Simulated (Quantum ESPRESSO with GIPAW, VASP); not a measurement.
# Shieldings of SiO2 (Cristobalite), code against code

The database entry behind the starting cell lists a temperature of 340 K, so it need not match the best structure at ambient conditions.

The same structure and functional (PBE) go through two programs with their own PAW files. All values are calculated, scalar-relativistic and without spin-orbit coupling, include the cores, and leave out the macroscopic shape term.

Space group P4_12_12 (No. 92); atoms are numbered in the order of the file.

```xyz
12
Lattice="4.9820 0.0000 0.0000 0.0000 4.9820 0.0000 0.0000 0.0000 6.9630" Properties=species:S:1:pos:R:3 pbc="T T T"
Si    3.9805    1.0015    5.2222
Si    3.4925    3.4925    3.4815
Si    1.0015    3.9805    1.7408
Si    1.4895    1.4895    0.0000
O     0.5155    1.1951    5.7227
O     1.2959    3.0065    0.5004
O     4.4665    3.7869    2.2412
O     3.6861    1.9755    3.9819
O     3.0065    1.2959    6.4626
O     3.7869    4.4665    4.7218
O     1.9755    3.6861    2.9811
O     1.1951    0.5155    1.2403
```

- VASP 6.6.1: LCHIMAG, datasets Si and O (PBE 64), 560 eV, mesh 4×4×3
- gipaw.x (a patched development version of Quantum ESPRESSO): pslibrary recipes Si n and O n, 55 Ry, mesh 3×3×2

**Question.** How far do the isotropic shieldings agree, site by site?

```tsv
site	like atoms	σ VASP (ppm)	σ gipaw.x (ppm)	span VASP	span gipaw.x
Si1	4	435.7	435.2	7.3	7.5
O5	8	214.6	217.5	89.2	88.5
```

VASP and gipaw.x, which both use linear response, differ by -2.9 ppm on O5 and by +0.4 ppm on Si1, the extremes here. VASP's shape term for a sphere would add 7.6 ppm to every site.

[Logs are printed without paths, hosts, clocks, repeated set-up lines and the standing remarks that a program may print on its own settings, such as how far it seeks lower states.]

[Hosts, paths, dates, database ids (printed as entryN), source tags and the programs' standing remarks are cut or masked in the printed files.]
